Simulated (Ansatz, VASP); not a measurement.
# Cross-check of Ga14Ge17O55 (amorphous 29Ga2O3-71GeO2 (mol %)) between VASP and Ansatz, part 2 of 2

One calculation is typed for both programs; each brings its own data sets. How far apart do they land? The cell is taken from a series of runs on this material, whose earlier steps may have relaxed, scaled, displaced or heated it; both programs get it as it stands.

VASP 6.6.1 and Ansatz 0.2.0.

So far. Step 2 (VASP: single point, PBE): The run ends at a pressure of -2.80 GPa, with forces up to 3.0 eV/Å.

## 3. Ansatz: single point, PBE

Level of this step: Ansatz beside VASP: Kohn-Sham DFT, plane waves, PBE (Ansatz).

Ansatz runs on its PAW soft_1 files.

The same cell, functional and mesh now go to Ansatz, which takes its cutoff from its data sets.

Input file input.yaml:

```yaml
crystal:
  lattice:
    - [11.14215, 0.0, 0.0]
    - [0.0, 11.14215, 0.0]
    - [0.0, 0.0, 11.14215]
  atoms:
    - { symbol: Ga, position: [0.95068, 0.80986, 0.51091] }
    - { symbol: Ga, position: [0.82063, 0.39331, 0.89444] }
    - { symbol: Ga, position: [0.31977, 0.84708, 0.80286] }
    - { symbol: Ga, position: [0.85683, 0.88776, 0.74765] }
    - { symbol: Ga, position: [0.19419, 0.63786, 0.92544] }
    - { symbol: Ga, position: [0.06994, 0.98106, 0.27492] }
    - { symbol: Ga, position: [0.95626, 0.56574, 0.73489] }
    - { symbol: Ga, position: [0.58333, 0.90847, 0.70092] }
    - { symbol: Ga, position: [0.30429, 0.89601, 0.52139] }
    - { symbol: Ga, position: [0.76827, 0.34994, 0.60522] }
    - { symbol: Ga, position: [0.45146, 0.08579, 0.34304] }
    - { symbol: Ga, position: [0.84893, 0.03519, 0.99941] }
    - { symbol: Ga, position: [0.88808, 0.17022, 0.27342] }
    - { symbol: Ga, position: [0.6687, 0.98344, 0.21255] }
    - { symbol: Ge, position: [0.74114, 0.41627, 0.2016] }
    - { symbol: Ge, position: [0.70332, 0.69133, 0.35118] }
    - { symbol: Ge, position: [0.53931, 0.56124, 0.57088] }
    - { symbol: Ge, position: [0.04379, 0.83916, 0.01864] }
    - { symbol: Ge, position: [0.74653, 0.05239, 0.48717] }
    - { symbol: Ge, position: [0.53275, 0.22467, 0.09168] }
    - { symbol: Ge, position: [0.17828, 0.25376, 0.32401] }
    - { symbol: Ge, position: [0.04449, 0.24964, 0.85374] }
    - { symbol: Ge, position: [0.10793, 0.03188, 0.64633] }
    - { symbol: Ge, position: [0.55368, 0.82547, 0.00825] }
    - { symbol: Ge, position: [0.34002, 0.84928, 0.23303] }
    - { symbol: Ge, position: [0.03864, 0.47266, 0.48728] }
    - { symbol: Ge, position: [0.67438, 0.65562, 0.82477] }
    - { symbol: Ge, position: [0.09771, 0.69981, 0.28267] }
    - { symbol: Ge, position: [0.252, 0.62542, 0.62407] }
    - { symbol: Ge, position: [0.66531, 0.15586, 0.81715] }
    - { symbol: Ge, position: [0.25576, 0.36073, 0.04943] }
    - { symbol: O, position: [0.39111, 0.9197, 0.36686] }
    - { symbol: O, position: [0.21183, 0.9477, 0.72467] }
    - { symbol: O, position: [0.22651, 0.95039, 0.20526] }
    - { symbol: O, position: [0.17963, 0.02094, 0.50749] }
    - { symbol: O, position: [0.70788, 0.80198, 0.78406] }
    - { symbol: O, position: [0.05001, 0.83137, 0.35949] }
    - { symbol: O, position: [0.3821, 0.56031, 0.57213] }
    - { symbol: O, position: [0.56924, 0.08048, 0.7253] }
    - { symbol: O, position: [0.12247, 0.53684, 0.61037] }
    - { symbol: O, position: [0.0407, 0.61697, 0.87232] }
    - { symbol: O, position: [0.47332, 0.8683, 0.88016] }
    - { symbol: O, position: [0.18727, 0.81378, 0.95664] }
    - { symbol: O, position: [0.11081, 0.34593, 0.43268] }
    - { symbol: O, position: [0.42952, 0.86619, 0.63597] }
    - { symbol: O, position: [0.60817, 0.68597, 0.96235] }
    - { symbol: O, position: [0.83691, 0.3283, 0.28847] }
    - { symbol: O, position: [0.77597, 0.04572, 0.83189] }
    - { symbol: O, position: [0.05764, 0.58105, 0.3747] }
    - { symbol: O, position: [0.906, 0.45472, 0.56699] }
    - { symbol: O, position: [0.57506, 0.61962, 0.71236] }
    - { symbol: O, position: [0.77916, 0.18959, 0.54786] }
    - { symbol: O, position: [0.79414, 0.41748, 0.05478] }
    - { symbol: O, position: [0.31815, 0.1902, 0.35036] }
    - { symbol: O, position: [0.27684, 0.67487, 0.77087] }
    - { symbol: O, position: [0.62542, 0.43279, 0.56512] }
    - { symbol: O, position: [0.78671, 0.55017, 0.81507] }
    - { symbol: O, position: [0.61212, 0.32564, 0.1807] }
    - { symbol: O, position: [0.67152, 0.92075, 0.04187] }
    - { symbol: O, position: [0.39544, 0.28911, 0.0574] }
    - { symbol: O, position: [0.83392, 0.72449, 0.4247] }
    - { symbol: O, position: [0.19376, 0.33459, 0.19106] }
    - { symbol: O, position: [0.93725, 0.18703, 0.94764] }
    - { symbol: O, position: [0.4487, 0.83066, 0.12549] }
    - { symbol: O, position: [0.72001, 0.55838, 0.26463] }
    - { symbol: O, position: [0.25803, 0.51056, 0.01054] }
    - { symbol: O, position: [0.78799, 0.09882, 0.15617] }
    - { symbol: O, position: [0.92923, 0.72339, 0.66231] }
    - { symbol: O, position: [0.60943, 0.19016, 0.95928] }
    - { symbol: O, position: [0.59453, 0.65446, 0.45891] }
    - { symbol: O, position: [0.21706, 0.75253, 0.54521] }
    - { symbol: O, position: [0.61996, 0.06202, 0.39404] }
    - { symbol: O, position: [0.72785, 0.93831, 0.58867] }
    - { symbol: O, position: [0.96954, 0.37865, 0.8056] }
    - { symbol: O, position: [0.51765, 0.09428, 0.17977] }
    - { symbol: O, position: [0.07595, 0.15682, 0.73251] }
    - { symbol: O, position: [0.86036, 0.02979, 0.3811] }
    - { symbol: O, position: [0.2525, 0.72476, 0.2686] }
    - { symbol: O, position: [0.1656, 0.29291, 0.93971] }
    - { symbol: O, position: [0.94475, 0.88111, 0.90523] }
    - { symbol: O, position: [0.97659, 0.95161, 0.62469] }
    - { symbol: O, position: [0.9906, 0.95757, 0.11282] }
    - { symbol: O, position: [0.0613, 0.1516, 0.28948] }
    - { symbol: O, position: [0.04982, 0.72777, 0.13418] }
    - { symbol: O, position: [0.67083, 0.82429, 0.27618] }
    - { symbol: O, position: [0.731, 0.29302, 0.77811] }
kpoints:
  mp_grid: { grid: [1, 1, 1] }
hamiltonian:
  xc: pbe
  pseudopotentials: { kind: paw, azcp: { folder: soft_1 } }
scf:
  occupations: { method: fixed }
output:
  forces: true
```

Started as:

```
$ ansatz run input.yaml --threads 4 --pin off --max-ram 8192MiB --backend cpu --events-out ev --progress --plain --runs-dir out
```

Numbers of over 12 decimals in the logs are rounded to 6 here.

What it wrote:

```text
Engine: ansatz 0.2.0, aarch64-unknown-linux-gnu
Pseudopotentials: kind: paw
Pseudopotential: Ga, paw, valence charge 13, recommended cutoff 420 eV (normal), soft_1/Ga.paw.azcp
Pseudopotential: Ge, paw, valence charge 14, recommended cutoff 420 eV (normal), soft_1/Ge.paw.azcp
Pseudopotential: O, paw, valence charge 6, recommended cutoff 420 eV (normal), soft_1/O.paw.azcp
Functional definition: PBE
  parameter kappa = 0.804
  parameter beta = 0.066725
  exchange = pbe_x(kappa = kappa, mu = beta*pi^2/3)
  correlation = pbe_c(beta = beta)
Crystal: 86 atoms, lattice volume = 1383.270 Å³
Basis set: ecut = 420 eV, 27081 PW (Γ), exchange–correlation on 150×150×150 points (8 copies of the dense FFT grid, shifted against one another)
Bands: 461, of which v1, the nominal top of the filled ones, is band 375 counted from 1 (374 counted from 0)
Symmetry: 1 space group operations
Space group: P1 (ITA 1), of the structure as read, at distance tolerance 1.1e-4 Å
k-points: 1
Non-local potential: Ga, projectors of the file, l = 0: 2, l = 1: 2, l = 2: 3, l = 3: 1
Non-local potential: Ge, projectors of the file, l = 0: 2, l = 1: 2, l = 2: 3, l = 3: 1
Non-local potential: O, projectors of the file, l = 0: 2, l = 1: 2, l = 2: 1
PAW form: soft (Blöchl's): semilocal exchange-correlation on the pseudo side does not see the compensation charge
PAW one-centre angular grid: Ga, 590 points (default); XC on 64 Gauss nodes
PAW one-centre angular grid: Ge, 590 points (default); XC on 64 Gauss nodes
PAW one-centre angular grid: O, 110 points (default); XC on 64 Gauss nodes
Initial density: superposition of atomic densities (chi_scale 0.1, normalization cell, long waves kept (reshape's long-wave potential 0.50 eV rms))
Initial wavefunctions: pseudopotential atomic-orbital guess
Functional: x = pbe(κ = 0.804, μ = 0.219515), c = pbe(β = 0.066725)
SCF iter   1: F=—  HF=-157202.583047 eV  |F-HF|=—  |Δ(HF+E_count)|=         —  Δρ=9.80e-2  dr2=8.58e1  ethr=3.10e-3  ⟨swp⟩=4.0  Hψ=1464  notcnv=0  defer=83
preconditioner: auto → Resta (q_TF=auto, 2.464 Å⁻¹)  ε∞=2.9  [insulator: Δε(μ)=1.970 eV  Ē_g=20.040 eV  n_scr=364 (ndim 8)  ℏωp=27.3 eV  f_vac=0.208  ε∞_Penn≈2.9]
SCF iter   2: F=—  HF=-157180.276786 eV  |F-HF|=—  |Δ(HF+E_count)|=    2.23e1  Δρ=4.27e-2  dr2=1.26e1  ethr=3.10e-3  ⟨swp⟩=3.0  Hψ=785  notcnv=0  defer=84
SCF iter   3: F=—  HF=-157176.840618 eV  |F-HF|=—  |Δ(HF+E_count)|=    3.44e0  Δρ=1.53e-2  dr2=2.91e0  ethr=1.68e-3  ⟨swp⟩=3.0  Hψ=754  notcnv=0  defer=82
SCF iter   4: F=—  HF=-157176.328638 eV  |F-HF|=—  |Δ(HF+E_count)|=   5.12e-1  Δρ=4.91e-3  dr2=3.04e-1  ethr=3.88e-4  ⟨swp⟩=3.0  Hψ=629  notcnv=0  defer=84
SCF iter   5: F=—  HF=-157176.363153 eV  |F-HF|=—  |Δ(HF+E_count)|=   3.45e-2  Δρ=2.67e-3  dr2=8.88e-2  ethr=4.05e-5  ⟨swp⟩=2.0  Hψ=747  notcnv=0  defer=84
SCF iter   6: F=—  HF=-157176.399125 eV  |F-HF|=—  |Δ(HF+E_count)|=   3.60e-2  Δρ=1.41e-3  dr2=2.61e-2  ethr=1.18e-5  ⟨swp⟩=2.0  Hψ=736  notcnv=0  defer=84
SCF iter   7: F=—  HF=-157176.398396 eV  |F-HF|=—  |Δ(HF+E_count)|=   7.29e-4  Δρ=2.71e-4  dr2=2.16e-3  ethr=3.48e-6  ⟨swp⟩=2.0  Hψ=756  notcnv=0  defer=84
SCF iter   8: F=—  HF=-157176.399425 eV  |F-HF|=—  |Δ(HF+E_count)|=   1.03e-3  Δρ=2.07e-4  dr2=6.84e-4  ethr=2.88e-7  ⟨swp⟩=2.0  Hψ=877  notcnv=0  defer=84
SCF iter   9: F=—  HF=-157176.399372 eV  |F-HF|=—  |Δ(HF+E_count)|=   5.33e-5  Δρ=6.49e-5  dr2=7.35e-5  ethr=9.12e-8  ⟨swp⟩=2.0  Hψ=740  notcnv=0  defer=82
SCF iter  10: F=—  HF=-157176.397753 eV  |F-HF|=—  |Δ(HF+E_count)|=   1.62e-3  Δρ=3.23e-5  dr2=1.54e-5  ethr=9.80e-9  ⟨swp⟩=2.0  Hψ=672  notcnv=0  defer=82
SCF iter  11: F=—  HF=-157176.397743 eV  |F-HF|=—  |Δ(HF+E_count)|=   1.04e-5  Δρ=1.42e-5  dr2=3.08e-6  ethr=2.05e-9  ⟨swp⟩=2.0  Hψ=740  notcnv=0  defer=82
SCF iter  12: F=—  HF=-157176.397741 eV  |F-HF|=—  |Δ(HF+E_count)|=   2.01e-6  Δρ=7.04e-6  dr2=7.55e-7  ethr=4.11e-10  ⟨swp⟩=2.0  Hψ=636  notcnv=0  defer=82
SCF iter  13: F=—  HF=-157176.397740 eV  |F-HF|=—  |Δ(HF+E_count)|=   6.11e-7  Δρ=3.92e-6  dr2=2.21e-7  ethr=1.01e-10  ⟨swp⟩=2.0  Hψ=643  notcnv=0  defer=82
SCF iter  14: F=-157176.397740 eV  HF=-157176.397740 eV  |F-HF|=4.38e-8  |Δ(HF+E_count)|=   1.61e-7  Δρ=1.48e-6  dr2=3.28e-8  ethr=1.33e-11  ⟨swp⟩=4.0  Hψ=1372  notcnv=0
SCF 1 converged in 14 iterations: F = -157176.397740 eV  dr2 = 3.28e-8
  greatest PAW one-centre occupation: 0.999 electrons in one spin orbital (limit 2), on the Ge atom at site 17 (counted from 0), in its partial waves of l = 2
SCF converged after 14 iterations
Free energy (F): -157176.397740 eV
Harris-Foulkes:  -157176.397740 eV  (|F-HF|=4.38e-8)
Internal energy: -157176.397740 eV  (E = F + TS)
E sigma→0 (E₀):  -157176.397740 eV
Fermi energy:    3.473580 eV
--- Per-component energies (eV) ---
  E_band       = -6664.628934
  E_kinetic    = 12349.068723
  E_local      = -114098.249023  (includes V_loc(G=0)·N_el)
  E_nonlocal   = 5521.509152
  E_hartree    = 54947.665523
  E_xc         = -5938.694624
  E_vxc        = -6789.531510  (∫ρ·V_xc dr)
  E_paw        = -71358.408467  (= ΣΔE_a)
  E_vpaw       = -13542.788397  (= ΣTr[D̂ρ^β])
  E_aug_tail   = 0.040110  (compensation charges beyond the density's cutoff)
  E_ewald      = -38599.329133
  E_smearing   = -0.000000  (= −TS)
  E_closure    = 0.000000  (closes the sum)
  Σ components = -157176.397740   (vs F -157176.397740, Δ=0.00e0)
--- Forces (eV/Å), atoms counted from 1 ---
  atom   1  Ga    -0.80435000    -1.02677105     0.05461489
  atom   2  Ga    -0.07918845    -0.29345106     1.01730956
  atom   3  Ga    -0.03117426     0.38218987    -0.85282354
  atom   4  Ga     0.40576456    -0.42249004     0.00665983
  atom   5  Ga    -1.04125388    -0.80597844    -0.56883304
  atom   6  Ga     1.45145005    -1.10080912    -1.38850983
  atom   7  Ga     0.84404207     1.34512679     0.84436350
  atom   8  Ga    -0.28356866     1.00116558    -0.29587549
  atom   9  Ga    -0.26501872    -0.17964138     0.88760843
  atom  10  Ga    -1.42770272    -1.00953019    -0.71967980
  atom  11  Ga    -0.13188381     0.17899368    -0.46223004
  atom  12  Ga     0.99687369     0.60172185    -0.60583549
  atom  13  Ga    -1.24259341     0.48218005     0.48620314
  atom  14  Ga     0.31101450    -0.75526035    -0.12451282
  atom  15  Ge    -0.28621456    -0.40420007    -0.95391611
  atom  16  Ge     0.18215680     0.38240522     0.10321437
  atom  17  Ge     1.16773284     0.19793667     0.31827790
  atom  18  Ge     0.43032446    -0.00742936     0.72710541
  atom  19  Ge    -0.08858546     0.86009201     0.32397618
  atom  20  Ge     0.46391454     1.25847716    -0.46700234
  atom  21  Ge     1.43758166     0.45629965    -0.69417144
  atom  22  Ge    -0.12180839    -1.03016570     1.13572995
  atom  23  Ge     1.32942046    -0.09904183     0.83342033
  atom  24  Ge     0.00940479     0.32398669    -0.03431338
[...]
atom  79  O      0.94400143    -0.38505748    -0.20045622
  atom  80  O     -1.84435621     0.93021338    -0.91023317
  atom  81  O     -2.50950396    -1.38504162    -0.30313085
  atom  82  O     -0.20733805     1.05690934     0.68686084
  atom  83  O     -1.50759075    -1.41678373    -0.27562879
  atom  84  O     -0.65468771    -1.60378625    -0.02849986
  atom  85  O     -0.66742389     0.98779010    -0.83693067
  atom  86  O      0.88027847     2.22309309    -0.68085606
  max |Σ_I F_I| component: 4.03e-5 eV/Å
```

## 4. Comparison

Known differences besides the potentials themselves: fixed occupations in Ansatz, narrow Gaussian smearing in VASP; the cutoff is 420 eV in Ansatz and 520 eV in VASP (PREC = Accurate, projectors in real space). Total energies have different zeros and are not compared.

Compared:

```csv
quantity,Ansatz,VASP,difference
gap on the k mesh (eV),0.782,0.745,+0.037
```

Forces on 9 of the 86 atoms, those with the largest forces and the largest differences (eV/Å; atoms numbered as in POSCAR):

```
atom          Ansatz x, y, z            VASP x, y, z
 O33    1.493, -1.022, 1.357    1.424, -0.964, 1.308
 O36    0.629, 2.759, -1.094    0.607, 2.670, -1.061
 O48    2.040, -1.842, 1.343    1.996, -1.804, 1.308
 O52     0.443, 2.634, 1.047     0.429, 2.541, 1.010
 O57    2.025, -1.640, 0.039    1.951, -1.577, 0.042
 O61     1.887, 0.261, 0.941     1.805, 0.225, 0.886
 O72   -2.373, 0.045, -2.014   -2.309, 0.038, -1.973
 O73   -0.178, -1.776, 1.735   -0.146, -1.738, 1.688
 O81  -2.510, -1.385, -0.303  -2.434, -1.318, -0.297
```

The forces differ by 31 meV/Å r.m.s., which is 3.3 % of the r.m.s. force of 0.948 eV/Å (both taken over all components). A gap on the mesh is an upper bound, since the band edges may lie between its points.

## 5. Outcome

| Item | Value |
| --- | --- |
| r.m.s. force difference (single point, PBE) | 3.3 % of the r.m.s. force |

**Reading.** The r.m.s. force difference is 3.3 % of the r.m.s. force (single point, PBE), beyond the 3 % picked in this series as the mark of a large difference. What causes the difference of the single point, PBE pair stays open here. How closely two codes agree says nothing of how well the functional describes the real material.

[Lines on the potential files, build, host, timing and source positions are cut from VASP's logs without a mark.]

[Logs are printed without paths, hosts, clocks, repeated set-up lines and the standing remarks that a program may print on its own settings, such as how far it seeks lower states.]

[Hosts, paths, dates, database ids (printed as entryN), source tags and the programs' standing remarks are cut or masked in the printed files.]
